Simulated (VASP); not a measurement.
Input:

```
AgI
1.0
    2.29500    -3.97506     0.00000
    2.29500     3.97506     0.00000
    0.00000     0.00000     7.51000
Ag I
2 2
Direct
  0.66667   0.33333   0.50000
  0.33333   0.66667   0.00000
  0.66667   0.33333   0.87500
  0.33333   0.66667   0.37500
```

Computed with PBE GGA with D3 dispersion (Becke-Johnson damping), VASP's PBE PAW potentials (set 64) (plane waves; VASP). Numerical set-up: 520 eV cut-off, Gaussian smearing of 0.050 eV, potentials Ag I.

Unless said otherwise, spin-orbit coupling is left out, though it shifts the bands of the heavy elements here.

Problem. Estimate the band gap (along the path) with the smallest direct gap where there is one.

Solution. 
```json
{
 "band gap (along the path)": "1.37 eV",
 "smallest direct gap (along the path)": "1.37 eV"
}
```

Total energies compare only between runs with the same potentials, cut-off and functional.

The compound is AgI in the wurtzite structure. The cell was not relaxed at this level.
